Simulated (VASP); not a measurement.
VASP input:

POSCAR:
```
CoAl
1.0
  2.8205296959   0.0000000000   0.0000000000
  0.0000000000   2.8205296959  -0.0282052970
  0.0000000000  -0.0282052970   2.8205296959
Al Co
1 1
Cartesian
  1.4102648479   1.3961621994   1.3961621994
  0.0000000000   0.0000000000   0.0000000000
```

### INCAR
```
ALGO  =  Normal
EDIFF  =  1E-7
ENCUT  =  480
ISIF  =  2
ISMEAR  =  1
LASPH  =  .TRUE.
LCHARG  =  .FALSE.
LMAXMIX  =  4
LMIXTAU  =  .TRUE.
LREAL  =  .FALSE.
LWAVE  =  .FALSE.
METAGGA  =  R2SCAN
NELM  =  100
PREC  =  Accurate
SIGMA  =  0.1
SYSTEM  =  CoAl
```

File KPOINTS:
```
Automatic
0
G
  12 12 12
0 0 0
```

POTCAR, in this order: Al Co (PBE.64 set). Program: vasp_std.

**Question.** Write an equivalent input for Ansatz.

**Answer.** One equivalent input (not run):
Ansatz 0.2 input:
```yaml
crystal:
  lattice:
    - [2.8205297, 0.0000000, 0.0000000]
    - [0.0000000, 2.8205297, -0.0282053]
    - [0.0000000, -0.0282053, 2.8205297]
  atoms:
    - { symbol: Al, position: [0.5000000, 0.5000000, 0.5000000] }
    - { symbol: Co, position: [0.0000000, 0.0000000, 0.0000000] }
kpoints:
  mp_grid: { grid: [12, 12, 12] }
hamiltonian:
  xc: r2scan
  pseudopotentials: { kind: paw }
scf:
  occupations: { method: methfessel_paxton, width: 0.1 }
  max_iter: 100
output: { forces: true, stress: true, eigenvalues: true }
```
The two are equivalent in intent, not identical: each code has its own PAW files, so the cut-off isn't converted (ENCUT is set for VASP's; basis.ecutwfc is left out, and Ansatz then takes the one that its files recommend); Ansatz stops its SCF on the density residual and VASP on the energy change (EDIFF).

The compound is CoAl in the CsCl type structure. This cell was strained or had an atom moved on purpose.
